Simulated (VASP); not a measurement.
Level of theory: PBEsol GGA, VASP's PBE PAW potentials (set 64) (plane waves; VASP).

VASP input:

POSCAR:
```
Lu
3.1362640
  0.9999999053   0.0000000000   0.0000000000
  0.0000000000   0.9999999053   0.0000000000
  0.0000000000   0.0000000000   0.9999999053
Lu
1
Cart
  0.0000000000   0.0000000000   0.0000000000
```

**KPOINTS**
```
kpoints
0
gamma
  13 13 13
0 0 0
```

INCAR:
```
ALGO=Normal
EDIFF=1E-7
ENCUT=400
GGA=PS
ISIF=2
ISMEAR=-5
LASPH=.TRUE.
LCHARG=.TRUE.
LMAXMIX=6
LORBIT=11
LREAL=.FALSE.
LWAVE=.FALSE.
NEDOS=601
NELM=100
PREC=Accurate
SYSTEM=Lu
```

POTCAR, in this order: Lu_3 (PBE.64 set). Program: vasp_std.

The run wrote:

OSZICAR:
```
       N       E                     dE             d eps       ncg     rms          rms(c)
DAV:   1    -0.488177725553E+00   -0.48818E+00   -0.43188E+03  2024   0.974E+02
DAV:   2    -0.384727961636E+01   -0.33591E+01   -0.32149E+01  1432   0.469E+01
DAV:   3    -0.402826456133E+01   -0.18098E+00   -0.17808E+00  2504   0.104E+01
DAV:   4    -0.402890375457E+01   -0.63919E-03   -0.63207E-03  1472   0.635E-01
DAV:   5    -0.402891387591E+01   -0.10121E-04   -0.97193E-05  2560   0.156E-01    0.152E+01
DAV:   6    -0.400770250442E+01    0.21211E-01   -0.32863E-02  2112   0.346E+00    0.889E+00
DAV:   7    -0.400811385759E+01   -0.41135E-03   -0.48074E-02  2168   0.420E+00    0.218E-01
DAV:   8    -0.400748840620E+01    0.62545E-03   -0.28699E-03  2304   0.758E-01    0.139E-02
DAV:   9    -0.400749395280E+01   -0.55466E-05   -0.25956E-05  2032   0.656E-02    0.107E-02
DAV:  10    -0.400749814318E+01   -0.41904E-05   -0.36985E-06  2408   0.352E-02    0.519E-03
DAV:  11    -0.400749698232E+01    0.11609E-05   -0.15725E-07  1392   0.646E-03    0.684E-04
DAV:  12    -0.400749662641E+01    0.35591E-06   -0.29425E-08  1384   0.368E-03    0.324E-04
DAV:  13    -0.400749673059E+01   -0.10418E-06   -0.31790E-09   928   0.102E-03    0.562E-05
DAV:  14    -0.400749670223E+01    0.28369E-07   -0.18530E-09   976   0.107E-03
   1 F= -.40074967E+01 E0= -.40074967E+01  d E =0.000000E+00
```

**OUTCAR**
```
------------------------ aborting loop because EDIFF is reached ----------------------------------------
  FORCE on cell =-STRESS in cart. coord.  units (eV):
  Direction    XX          YY          ZZ          XY          YZ          ZX
  --------------------------------------------------------------------------------------
  Total        0.0502963      0.0502963      0.0502963      0.0000000      0.0000000     -0.0000000
  in kB        2.6122129      2.6122129      2.6122129      0.0000000      0.0000000     -0.0000000
  external PRESSURE =       2.6122129 kB  Pullay stress =       0.0000000 kB
  volume of cell :       30.85
      direct lattice vectors                 reciprocal lattice vectors
     3.136263703  0.000000000  0.000000000     0.318850739  0.000000000  0.000000000
     0.000000000  3.136263703  0.000000000     0.000000000  0.318850739  0.000000000
     0.000000000  0.000000000  3.136263703     0.000000000  0.000000000  0.318850739
 POSITION                                       TOTAL-FORCE (eV/Angst)
 -----------------------------------------------------------------------------------
      0.00000      0.00000      0.00000         0.000000      0.000000      0.000000
 -----------------------------------------------------------------------------------
    total drift:                                0.000000      0.000000      0.000000
  FREE ENERGIE OF THE ION-ELECTRON SYSTEM (eV)
  ---------------------------------------------------
  free  energy   TOTEN  =        -4.0074967022 eV

  energy  without entropy=       -4.0074967022  energy(sigma->0) =       -4.00749670

 total charge

# of ion       s       p       d       tot
------------------------------------------
    1        0.559   6.349   0.962   7.870
```
(Selected blocks of OUTCAR.)

### OUTCAR
```
 val. band max:        2.4264996711   @ k =   0.4615   0.4615   0.0769

 cond. band min:       2.4256065659   @ k =   0.4615   0.3846   0.3846


 Fermi energy:         2.4293510388

 k-point     1 :       0.0000    0.0000    0.0000
  band No.  band energies     occupation
      1     -24.3927      2.00000
      2     -24.3927      2.00000
      3     -24.3927      2.00000
      4      -3.4094      2.00000
      5       1.9386      2.00000
      6       1.9386      2.00000
      7       8.8532      0.00000
      8       8.8532      0.00000

 k-point     2 :       0.0769    0.0000    0.0000
  band No.  band energies     occupation
      1     -24.4324      2.00000
      2     -24.3894      2.00000
      3     -24.3894      2.00000
      4      -3.2786      2.00000
      5       1.9796      2.00000
      6       2.0422      2.00399
      7       8.5513      0.00000
      8       8.5513      0.00000

 k-point     3 :       0.1538    0.0000    0.0000
  band No.  band energies     occupation
      1     -24.5410      2.00000
      2     -24.3802      2.00000
      3     -24.3802      2.00000
      4      -2.9053      2.00000
      5       2.0967      2.00594
      6       2.3169      1.67108
      7       7.8776      0.00000
      8       7.8776      0.00000

 k-point     4 :       0.2308    0.0000    0.0000
  band No.  band energies     occupation
      1     -24.6907      2.00000
      2     -24.3672      2.00000
      3     -24.3672      2.00000
      4      -2.3405      2.00000
      5       2.2708      2.07431
      6       2.6340     -0.09897
      7       7.1460      0.00000
      8       7.1460      0.00000

 k-point     5 :       0.3077    0.0000    0.0000
  band No.  band energies     occupation
      1     -24.8455      2.00000
      2     -24.3533      2.00000
      3     -24.3533      2.00000
      4      -1.6558      2.00000
      5       2.4693      0.20778
      6       2.7641      0.00000
      7       6.5190      0.00000
...
```

For a metal the tetrahedron method with Blöchl corrections gives inexact stress and forces.

The structure was generated: Lu was put into the simple-cubic type (Pm-3m), which need not be its known phase. It was relaxed first, which changed the volume by -7 %.
